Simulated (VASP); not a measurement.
Output of a VASP run:

OSZICAR:
```
...
RMM:   4    -0.157702528293E+03    0.52448E-06   -0.68812E-06   650   0.511E-03
  19 F= -.15770253E+03 E0= -.15770253E+03  d E =-.139361E-01  mag=     1.0000
       N       E                     dE             d eps       ncg     rms          rms(c)
DAV:   1    -0.157702776757E+03   -0.24794E-03   -0.97786E-01  1184   0.162E+00    0.327E-01
RMM:   2    -0.157703780769E+03   -0.10040E-02   -0.11778E-02  1152   0.197E-01    0.654E-02
RMM:   3    -0.157703956926E+03   -0.17616E-03   -0.17502E-03  1152   0.803E-02    0.736E-02
RMM:   4    -0.157703956475E+03    0.45063E-06   -0.22908E-04  1140   0.302E-02    0.408E-02
RMM:   5    -0.157703957401E+03   -0.92563E-06   -0.68312E-05   896   0.147E-02
  20 F= -.15770396E+03 E0= -.15770396E+03  d E =-.142911E-02  mag=     1.0000
       N       E                     dE             d eps       ncg     rms          rms(c)
DAV:   1    -0.157703826329E+03    0.13015E-03   -0.34901E-01  1184   0.970E-01    0.197E-01
RMM:   2    -0.157704189112E+03   -0.36278E-03   -0.43260E-03  1152   0.119E-01    0.401E-02
RMM:   3    -0.157704257913E+03   -0.68802E-04   -0.66429E-04  1152   0.491E-02    0.462E-02
RMM:   4    -0.157704258579E+03   -0.66613E-06   -0.86845E-05   904   0.186E-02
  21 F= -.15770426E+03 E0= -.15770426E+03  d E =-.173029E-02  mag=     1.0000
       N       E                     dE             d eps       ncg     rms          rms(c)
DAV:   1    -0.157704220081E+03    0.37833E-04   -0.11948E-02  1216   0.180E-01    0.346E-02
RMM:   2    -0.157704234099E+03   -0.14018E-04   -0.15442E-04  1055   0.232E-02    0.669E-03
RMM:   3    -0.157704235668E+03   -0.15692E-05   -0.20521E-05   716   0.887E-03    0.852E-03
RMM:   4    -0.157704235650E+03    0.17622E-07   -0.29046E-06   593   0.324E-03
  22 F= -.15770424E+03 E0= -.15770424E+03  d E =-.170736E-02  mag=     1.0000
       N       E                     dE             d eps       ncg     rms          rms(c)
DAV:   1    -0.157704246672E+03   -0.11004E-04   -0.53744E-03  1184   0.120E-01    0.235E-02
RMM:   2    -0.157704252932E+03   -0.62598E-05   -0.68793E-05   894   0.151E-02    0.440E-03
RMM:   3    -0.157704253934E+03   -0.10019E-05   -0.97744E-06   618   0.590E-03    0.660E-03
RMM:   4    -0.157704253950E+03   -0.16043E-07   -0.11736E-06   373   0.216E-03
  23 F= -.15770425E+03 E0= -.15770425E+03  d E =-.172566E-02  mag=     1.0000
       N       E                     dE             d eps       ncg     rms          rms(c)
DAV:   1    -0.157704485504E+03   -0.23157E-03   -0.89583E-01  1168   0.139E+00    0.160E-01
RMM:   2    -0.157704972095E+03   -0.48659E-03   -0.56531E-03  1152   0.136E-01    0.370E-02
RMM:   3    -0.157705056498E+03   -0.84402E-04   -0.84250E-04  1152   0.531E-02    0.392E-02
RMM:   4    -0.157705056964E+03   -0.46663E-06   -0.10638E-04   982   0.195E-02    0.258E-02
RMM:   5    -0.157705056597E+03    0.36760E-06   -0.26445E-05   753   0.931E-03
  24 F= -.15770506E+03 E0= -.15770506E+03  d E =-.802647E-03  mag=     1.0000
       N       E                     dE             d eps       ncg     rms          rms(c)
DAV:   1    -0.157705198102E+03   -0.14114E-03   -0.24795E-01  1184   0.731E-01    0.847E-02
RMM:   2    -0.157705332718E+03   -0.13462E-03   -0.15989E-03  1152   0.722E-02    0.207E-02
RMM:   3    -0.157705357696E+03   -0.24978E-04   -0.24506E-04  1138   0.285E-02    0.217E-02
RMM:   4    -0.157705358013E+03   -0.31746E-06   -0.31050E-05   736   0.105E-02
  25 F= -.15770536E+03 E0= -.15770536E+03  d E =-.110406E-02  mag=     1.0000
```

**OUTCAR**
```
------------------------ aborting loop because EDIFF is reached ----------------------------------------
  FORCE on cell =-STRESS in cart. coord.  units (eV):
  Direction    XX          YY          ZZ          XY          YZ          ZX
  --------------------------------------------------------------------------------------
  Total        3.5108130      3.4969580      3.4745379      0.0395976      0.0681533      0.0382052
  in kB        3.9855548      3.9698264      3.9443745      0.0449521      0.0773691      0.0433714
  external PRESSURE =       3.9665852 kB  Pullay stress =       0.0000000 kB
  volume of cell :     1411.33
      direct lattice vectors                 reciprocal lattice vectors
     0.000000000  8.902934221  8.902934221    -0.056161260  0.056161260  0.056161260
     8.902934221  0.000000000  8.902934221     0.056161260 -0.056161260  0.056161260
     8.902934221  8.902934221  0.000000000     0.056161260  0.056161260 -0.056161260
  FREE ENERGIE OF THE ION-ELECTRON SYSTEM (eV)
  ---------------------------------------------------
  free  energy   TOTEN  =      -157.7053580134 eV

  energy  without entropy=     -157.7053580134  energy(sigma->0) =     -157.70535801

 total charge

# of ion       s       p       d       tot
------------------------------------------
    1        0.409   0.299   9.563  10.271
    2        0.413   0.297   9.560  10.270
    3        0.410   0.299   9.563  10.272
    4        0.413   0.297   9.560  10.270
    5        0.413   0.297   9.561  10.270
    6        0.411   0.299   9.563  10.273
    7        0.410   0.299   9.563  10.272
    8        0.411   0.298   9.563  10.273
    9        0.411   0.298   9.563  10.273
   10        0.413   0.297   9.561  10.270
   11        0.413   0.297   9.561  10.270
   12        0.411   0.299   9.563  10.273
   13        0.413   0.297   9.561  10.270
   14        0.459   0.287   9.549  10.295
   15        0.459   0.287   9.549  10.295
   16        0.411   0.299   9.563  10.273
   17        0.459   0.287   9.549  10.295
   18        0.411   0.299   9.563  10.273
   19        0.410   0.299   9.563  10.272
   20        0.411   0.299   9.563  10.273
   21        0.411   0.298   9.563  10.272
   22        0.411   0.298   9.563  10.272
   23        0.459   0.287   9.549  10.295
   24        0.411   0.298   9.563  10.273
   25        0.411   0.298   9.563  10.272
   26        0.411   0.299   9.563  10.273
   27        0.409   0.299   9.564  10.271
   28        1.320   2.394   0.000   3.714
   29        1.320   2.394   0.000   3.714
   30        1.318   2.403   0.000   3.721
   31        1.320   2.394   0.000   3.714
   32        1.323   2.392   0.000   3.715
   33        1.323   2.392   0.000   3.715
   34        1.318   2.403   0.000   3.721
   35        1.323   2.392   0.000   3.715
   36        1.318   2.403   0.000   3.721
   37        1.320   2.394   0.000   3.714
   38        1.323   2.392   0.000   3.715
   39        1.323   2.392   0.000   3.715
   40        1.323   2.392   0.000   3.715
   41        1.323   2.392   0.000   3.715
   42        1.323   2.392   0.000   3.715
   43        1.323   2.392   0.000   3.715
   44        1.319   2.401   0.000   3.720
   45        1.318   2.403   0.000   3.721
   46        1.323   2.392   0.000   3.715
   47        1.318   2.403   0.000   3.721
   48        1.323   2.392   0.000   3.715
...
```
(Selected blocks of OUTCAR.)

**POSCAR**
```
Cd27S26
1
    0.0000000000     8.9029342209     8.9029342209
    8.9029342209     0.0000000000     8.9029342209
    8.9029342209     8.9029342209     0.0000000000
Cd S
27 26
Direct
  0.0000000000   0.0000000000   0.0000000000
  0.0000000000   0.0000000000   0.3333330000
  0.0000000000   0.0000000000   0.6666670000
  0.0000000000   0.3333330000   0.0000000000
  0.0000000000   0.3333330000   0.3333330000
  0.0000000000   0.3333330000   0.6666670000
  0.0000000000   0.6666670000   0.0000000000
  0.0000000000   0.6666670000   0.3333330000
  1.0000000000   0.6666670000   0.6666670000
  0.3333330000   0.0000000000   0.0000000000
  0.3333330000   0.0000000000   0.3333330000
  0.3333330000   0.0000000000   0.6666670000
  0.3333330000   0.3333330000   0.0000000000
  0.3367400000   0.3296740000   0.3320200000
  0.3316450000   0.3373030000   0.6650870000
  0.3333330000   0.6666670000   0.0000000000
  0.3343400000   0.6654370000   0.3364980000
  0.3333330000   0.6666670000   0.6666670000
  0.6666670000   0.0000000000   0.0000000000
  0.6666670000   0.0000000000   0.3333330000
  0.6666670000   1.0000000000   0.6666670000
  0.6666670000   0.3333330000   0.0000000000
  0.6676910000   0.3333540000   0.3316970000
  0.6666670000   0.3333330000   0.6666670000
  0.6666670000   0.6666670000   0.0000000000
  0.6666670000   0.6666670000   0.3333330000
  0.6666670000   0.6666670000   0.6666670000
  0.0833330000   0.0833330000   0.0833330000
  0.0833330000   0.0833330000   0.4166670000
  0.0833330000   0.0833330000   0.7500000000
  0.0833330000   0.4166670000   0.0833330000
  0.0833330000   0.4166670000   0.4166670000
  0.0833330000   0.4166670000   0.7500000000
  0.0833330000   0.7500000000   0.0833330000
  0.0833330000   0.7500000000   0.4166670000
  0.0833330000   0.7500000000   0.7500000000
  0.4166670000   0.0833330000   0.0833330000
  0.4166670000   0.0833330000   0.4166670000
  0.4166670000   0.0833330000   0.7500000000
  0.4166670000   0.4166670000   0.0833330000
  0.4166670000   0.4166670000   0.7500000000
  0.4166670000   0.7500000000   0.0833330000
  0.4166670000   0.7500000000   0.4166670000
  0.4166670000   0.7500000000   0.7500000000
  0.7500000000   0.0833330000   0.0833330000
  0.7500000000   0.0833330000   0.4166670000
  0.7500000000   0.0833330000   0.7500000000
  0.7500000000   0.4166670000   0.0833330000
  0.7500000000   0.4166670000   0.4166670000
  0.7500000000   0.4166670000   0.7500000000
  0.7500000000   0.7500000000   0.0833330000
  0.7500000000   0.7500000000   0.4166670000
  0.7500000000   0.7500000000   0.7500000000
```

Reconstruct the remaining input files.

This is not unique; one that fits is the input of the run itself, PBE GGA, plane waves, VASP's PBE PAW potentials (set 64).

**KPOINTS**
```
Automatic mesh
0
gamma
 1 1 1
0 0 0
```

**INCAR**
```
! general
SYSTEM  = Cd27S26
PREC    = Normal
ENCUT   = 400   ! plane-wave cut-off (eV)
LREAL   = Auto   ! projection in real space or not
LASPH   = .True.
ISYM    = 0
NELECT  = 479.0

! electronic loop
EDIFF   = 1E-5
NELM    = 100   ! most electronic steps
NELMIN  = 4
ALGO    = Fast   ! Davidson, then RMM-DIIS
LMAXMIX = 4

! smearing
ISMEAR  = 0   ! Gaussian
SIGMA   = 0.05   ! width (eV)

! functional
GGA     = PE   ! PBE

! spin
ISPIN   = 2
NUPDOWN = 1

! ions
IBRION  = 2   ! conjugate gradients
NSW     = 60   ! most ionic steps
ISIF    = 2
EDIFFG  = -0.03   ! ionic stop

! output
LWAVE   = .False.
LCHARG  = .False.
LORBIT  = 10
```

POTCAR, in this order: Cd S (PBE.64 set). Program: vasp_gam. The INCAR's line for the spin-polarised start is left out here.

The cell is charged, with a uniform compensating background. The supercell is sampled at Γ alone, which is coarse: total energies, pressure and levels can be off, energies of defects by several tenths of an eV. The run has a spin-polarised start.

The cell is a supercell with a defect, built from a database entry that may be metastable or hypothetical: vac_S, charge +1.
